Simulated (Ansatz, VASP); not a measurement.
**PtSe2 in two plane-wave programs**

Wanted: the spread between two codes on one cell, functional and k mesh. The cell is taken from a series of runs on this material, whose earlier steps may have relaxed, scaled, displaced or heated it; both programs get it as it stands.

Method: plane waves, with VASP 6.6.1 beside it; HSE06, in Ansatz 0.2.0.

## (1) Starting point

The cell holds 6 atoms: 2 Pt and 4 Se. Cell: a = 3.722 Å, b = 3.722 Å, c = 39.000 Å, α = 90.0°, β = 90.0°, γ = 120.0°. It derives from Pt1Se2. Vacuum lies along c.

Structure file:

```
Pt Se
1.0
     3.72166    0.00000    0.00000
    -1.86083    3.22305    0.00000
     0.00000    0.00000   39.00000
Pt Se
2 4
Direct
  0.00000 0.00000 0.43287
  0.33333 0.66667 0.56714
  0.33333 0.66667 0.46628
  0.66667 0.33333 0.39899
  0.00000 0.00000 0.60101
  0.66667 0.33333 0.53353
```

## (2) VASP: single point, HSE06

A single point takes one fixed geometry, so differences don't come from the geometry; what else differs is listed under the comparison.

Lines of VASP's logs that name or quote its potential files are left out, and so is its time.

The run reads the wave functions of an earlier VASP run, which isn't shown here.

Input file INCAR:

```
SYSTEM = PtSe2
PREC = Accurate
ENCUT = 400
EDIFF = 1E-06
NELM = 100
ISMEAR = 0
SIGMA = 0.01
LREAL = .FALSE.
ALGO = Normal
LHFCALC = .TRUE.
AEXX = 0.25
GGA = PE
HFSCREEN = 0.208
LASPH = .TRUE.
NBANDS = 28
PRECFOCK = Fast
LORBIT = 11
LWAVE = .FALSE.
LCHARG = .FALSE.
ISIF = 2
LDIPOL = .TRUE.
IDIPOL = 3
DIPOL = 0.5 0.5 0.5
LVHAR = .TRUE.
```

Input file POSCAR:

```
PtSe2
1.0
    3.7216582853      0.0000000000      0.0000000000
   -1.8608291427      3.2230506193      0.0000000000
    0.0000000000      0.0000000000     39.0000000000
Pt Se
2 4
Direct
    0.0000000000      0.0000000000      0.4328692957
    0.3333333333      0.6666666667      0.5671446757
    0.3333333333      0.6666666667      0.4662805225
    0.6666666667      0.3333333333      0.3989890657
    0.0000000000      0.0000000000      0.6010109343
    0.6666666667      0.3333333333      0.5335265406
```

Input file KPOINTS:

```
Automatic mesh
0
Gamma
6 6 1
0 0 0
```

Potentials, in the order of the species: Pt and Se (PBE family, release 64).

Launch:

```console
$ export OMP_NUM_THREADS=3
$ mpirun -np 1 vasp_std
```

Numbers of over 12 decimals in the logs are rounded to 6 here.

The log of the run:

```text
[banner, memory and clock lines left out]
running    1 mpi-ranks, on    1 nodes
 distrk:  each k-point on    1 cores,    1 groups
 distr:  one band on    1 cores,    1 groups
 Offloading initialized ...    1 GPUs detected
 POSCAR found type information on POSCAR PtSe
 POSCAR found :  2 types and       6 ions
 LDA part: xc-table for (Slater+PW92), standard interpolation
 found WAVECAR, reading the header
 POSCAR, INCAR and KPOINTS ok, starting setup
 FFT: planning ... GRIDC
 FFT: planning ... GRID_SOFT
 FFT: planning ... GRID
 reading WAVECAR
 the WAVECAR file was read successfully
 initial charge from wavefunction
 entering main loop
       N       E                     dE             d eps       ncg     rms          rms(c)
DAV:   1    -0.344329045870E+02   -0.34433E+02   -0.15508E+00   432   0.898E+00    0.300E+00
DAV:   2    -0.344551207777E+02   -0.22216E-01   -0.85823E-02   456   0.187E+00    0.182E+00
DAV:   3    -0.344546218812E+02    0.49890E-03   -0.67859E-03   436   0.419E-01    0.108E+00
DAV:   4    -0.344537387665E+02    0.88311E-03   -0.19382E-03   428   0.324E-01    0.612E-01
DAV:   5    -0.344536078056E+02    0.13096E-03   -0.35548E-04   448   0.988E-02    0.343E-01
DAV:   6    -0.344535484922E+02    0.59313E-04   -0.74421E-05   440   0.594E-02    0.194E-01
DAV:   7    -0.344535360716E+02    0.12421E-04   -0.19471E-05   460   0.238E-02    0.112E-01
DAV:   8    -0.344535326160E+02    0.34556E-05   -0.42130E-06   380   0.144E-02    0.647E-02
DAV:   9    -0.344535325029E+02    0.11313E-06   -0.12633E-06   232   0.700E-03
   1 F= -.34453533E+02 E0= -.34453533E+02  d E =-.864902E-33
```

Parts of OUTCAR (step 2):

```text
ion  position               nearest neighbor table
   1  0.000  0.000  0.433-   3 2.51   3 2.51   3 2.51   4 2.52   4 2.52   4 2.52
   2  0.333  0.667  0.567-   6 2.52   6 2.52   6 2.52   5 2.52   5 2.52   5 2.52
   3  0.333  0.667  0.466-   1 2.51   1 2.51   1 2.51
   4  0.667  0.333  0.399-   1 2.52   1 2.52   1 2.52
   5  0.000  0.000  0.601-   2 2.52   2 2.52   2 2.52
   6  0.667  0.333  0.534-   2 2.52   2 2.52   2 2.52

  LATTYP: Found a hexagonal cell.
 ALAT       =     3.7216582853
 C/A-ratio  =    10.4791995961

 Subroutine GETGRP returns: Found  6 space group operations
 (whereof  6 operations were pure point group operations)

The static configuration has the point symmetry C_3v.

 Found      7 irreducible k-points:

   k-points           NKPTS =      7   k-points in BZ     NKDIM =     36   number of bands    NBANDS=     28

   dimension x,y,z NGX =    24 NGY =   24 NGZ =  256
   dimension x,y,z NGXF=    48 NGYF=   48 NGZF=  512

   ENCUT  =  400.0 eV  29.40 Ry    5.42 a.u.   6.07  6.07 63.60*2*pi/ulx,y,z

   NELECT =      44.0000    total number of electrons

 k-points in reciprocal lattice and weights: Automatic mesh
   0.00000000  0.00000000  0.00000000       0.028
   0.16666667  0.00000000  0.00000000       0.167
   0.33333333  0.00000000  0.00000000       0.167
   0.50000000  0.00000000  0.00000000       0.083
   0.16666667  0.16666667  0.00000000       0.167
   0.33333333  0.16666667  0.00000000       0.333
   0.33333333  0.33333333  0.00000000       0.056

  exchange ACFDT corr.  =         0.00000000  see jH, gK, PRB 81, 115126

 dipolmoment           0.000000      0.000000     -0.010014 electrons x Angstroem

 average (electrostatic) potential at core
       1 -71.9624       2 -72.0717       3 -57.3979       4 -57.2638       5 -57.3912
       6 -57.5099

 E-fermi :  -2.6306

 k-point     1 :       0.0000    0.0000    0.0000
  band No.  band energies     occupation
    ...
     18      -3.4963      2.00000
     19      -3.4963      2.00000
     20      -3.2247      2.00000
     21      -3.2247      2.00000
     22      -2.7400      2.00000
     23       0.0709      0.00000
     24       0.0709      0.00000
     25       0.4135      0.00000
     26       0.4135      0.00000
     27       2.1567      0.00000
    ...

 k-point     2 :       0.1667    0.0000    0.0000
  band No.  band energies     occupation
    ...
     18      -3.8333      2.00000
     19      -3.6811      2.00000
     20      -3.5666      2.00000
     21      -3.3682      2.00000
     22      -2.7137      2.00000
     23      -1.1188      0.00000
     24      -0.7625      0.00000
     25      -0.2755      0.00000
     26       0.1664      0.00000
     27       2.8089      0.00000
    ...

 k-point     3 :       0.3333    0.0000    0.0000
  band No.  band energies     occupation
    ...
     18      -4.9832      2.00000
     19      -4.5959      2.00000
     20      -4.2746      2.00000
     21      -4.2232      2.00000
     22      -3.7917      2.00000
     23      -1.2130      0.00000
     24      -0.3802      0.00000
     25      -0.3725      0.00000
     26       0.2002      0.00000
     27       2.4912      0.00000
    ...

  Total       -1.8910638     -1.8910638     -0.8883159      0.0000000     -0.0000000      0.0000000
  in kB       -6.4766219     -6.4766219     -3.0423543      0.0000000     -0.0000000      0.0000000
  external PRESSURE =      -5.3318661 kB  Pullay stress =       0.0000000 kB

  energy-cutoff  :      400.00
  volume of cell :      467.81
      direct lattice vectors                 reciprocal lattice vectors
     3.721658285  0.000000000  0.000000000     0.268697426  0.155132531 -0.000000000
    -1.860829143  3.223050619  0.000000000     0.000000000  0.310265062  0.000000000
     0.000000000  0.000000000 39.000000000     0.000000000 -0.000000000  0.025641026

 POSITION                                       TOTAL-FORCE (eV/Angst)
 -----------------------------------------------------------------------------------
      0.00000      0.00000     16.88190         0.000000     -0.000000     -0.127482
     -0.00000      2.14870     22.11864         0.000000      0.000000      0.115470
     -0.00000      2.14870     18.18494        -0.000000      0.000000     -0.513894
      1.86083      1.07435     15.56057         0.000000      0.000000      0.359813
      0.00000      0.00000     23.43943        -0.000000     -0.000000     -0.361699
      1.86083      1.07435     20.80754        -0.000000      0.000000      0.527792
 -----------------------------------------------------------------------------------
    total drift:                               -0.000000      0.000000      0.000222

  FREE ENERGIE OF THE ION-ELECTRON SYSTEM (eV)
  ---------------------------------------------------
  free  energy   TOTEN  =       -34.4535325029 eV

  energy  without entropy=      -34.4535325029  energy(sigma->0) =      -34.45353250

 vacuum level on the upper side and lower side of the slab         2.819         2.970

 total charge
# of ion       s       p       d       tot
------------------------------------------
    1        0.710   0.711   8.018   9.439
    2        0.708   0.705   8.018   9.431
    3        1.494   2.274   0.063   3.831
    4        1.488   2.282   0.055   3.825
    5        1.488   2.282   0.055   3.825
    6        1.496   2.272   0.060   3.828
--------------------------------------------------
tot          7.384  10.526  16.269  34.178

[... 3 further parts left out ...]
```

(Part 1 of 2 ends here.)

[Lines on the potential files, build, host, timing and source positions are cut from VASP's logs without a mark.]

[Logs are printed without paths, hosts, clocks, repeated set-up lines and the standing remarks that a program may print on its own settings, such as how far it seeks lower states.]

[Hosts, paths, dates, database ids (printed as entryN), source tags and the programs' standing remarks are cut or masked in the printed files.]
